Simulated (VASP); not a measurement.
Here is the system:

```
CELL_PARAMETERS angstrom
     -2.04164     2.04164     2.04164
      2.04164    -2.04164     2.04164
      2.04164     2.04164    -2.04164
ATOMIC_POSITIONS crystal
  Pr 0.00000 0.00000 0.00000
```

The numbers are results of PBEsol GGA, VASP's PBE PAW potentials (set 64) (plane waves; VASP), not measurements. Settings: 400 eV cut-off, 14×14×14 Γ-centred mesh, tetrahedra with Blöchl corrections, potentials Pr_3.

The 4f electrons are frozen in the core of the lanthanide potential, so 4f levels, which can set the real gap, and their magnetism are missing.

Q: Tabulate the total density of states (states/eV per cell) against energy (eV; zero at the valence-band maximum or, without a gap, the Fermi level).

A: 
(E (eV), DOS (states/eV)): (-9.94, 0.00); (-9.71, 0.00); (-9.48, 0.00); (-9.26, 0.00); (-9.03, 0.00); (-8.80, 0.00); (-8.57, 0.00); (-8.34, 0.00); (-8.11, 0.00); (-7.88, 0.00); (-7.65, 0.00); (-7.43, 0.00); (-7.20, 0.00); (-6.97, 0.00); (-6.74, 0.00); (-6.51, 0.00); (-6.28, 0.00); (-6.05, 0.00); (-5.83, 0.00); (-5.60, 0.00); (-5.37, 0.00); (-5.14, 0.00); (-4.91, 0.00); (-4.68, 0.00); (-4.45, 0.00); (-4.22, 0.00); (-4.00, 0.00); (-3.77, 0.00); (-3.54, 0.04); (-3.31, 0.06); (-3.19, 0.08); (-2.97, 0.10); (-2.74, 0.13); (-2.51, 0.17); (-2.28, 0.22); (-2.05, 0.33); (-1.82, 1.14); (-1.59, 1.33); (-1.37, 1.50); (-1.14, 1.86); (-0.91, 1.68); (-0.68, 0.73); (-0.45, 0.55); (-0.22, 1.58); (0.01, 3.38); (0.23, 1.56); (0.46, 1.12); (0.69, 1.65); (0.92, 2.92); (1.15, 1.62); (1.38, 0.95); (1.61, 0.57); (1.84, 0.51); (2.06, 0.55); (2.29, 0.66); (2.52, 0.93); (2.75, 1.06); (2.98, 1.11); (3.21, 1.29); (3.44, 1.34)
Within 2 eV below the Fermi level the largest weight inside VASP's projection spheres is Pr d.

The structure was generated: Pr was put into the bcc type (Im-3m), which need not be its known phase. It was relaxed first.
